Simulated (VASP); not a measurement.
A convergence study with VASP on CsPbCl3 (cubic perovskite): one setting is varied, all else stays as given below, so the limit is that of these other settings. Each run relaxes cell and ions from the cell shown.

```
CELL_PARAMETERS angstrom
      5.61000     0.00000     0.00000
      0.00000     5.61000     0.00000
      0.00000     0.00000     5.61000
ATOMIC_POSITIONS crystal
  Cs 0.00000 0.00000 0.00000
  Pb 0.50000 0.50000 0.50000
  Cl 0.50000 0.00000 0.50000
  Cl 0.00000 0.50000 0.50000
  Cl 0.50000 0.50000 0.00000
```

Calculation: PBE GGA, VASP's PBE PAW potentials (set 64) (plane waves; VASP). The tightest run used: 550 eV cut-off, 8×8×8 Γ-centred mesh, Gaussian smearing of 0.050 eV, potentials Cs_sv Pb_d Cl.

Unless said otherwise, spin-orbit coupling is left out, though it shifts the bands of the heavy elements here. Gaps are read on the run's mesh, which can miss a band edge.

| setting | relaxed volume (Å³/atom) | E (eV/atom) | gap on the mesh (eV) | irreducible k-points |
|---|---|---|---|---|
| 2×2×2 mesh | 39.325 | -3.4208 | 2.284 | 4 |
| 3×3×3 mesh | 37.313 | -3.5281 | 4.278 | 4 |
| 5×5×5 mesh | 37.643 | -3.5136 | 3.096 | 10 |

Q: These are the cheaper rows. Estimate the results at 8×8×8 mesh, and how far the last row shown lies from them.

A: 
| quantity | tightest run | last row shown is off by |
|---|---|---|
| relaxed volume (Å³/atom) | 37.676 | -0.033 |
| E (eV/atom) | -3.5127 | -0.0009 |
| gap on the mesh (eV) | 2.212 | 0.884 |

Left out are rungs that failed or repeat a setting and relaxations that didn't move; long series are thinned to 24 rows.

The compound is CsPbCl3 in the cubic perovskite structure, the ideal cubic form; the compound distorts at low or room temperature.
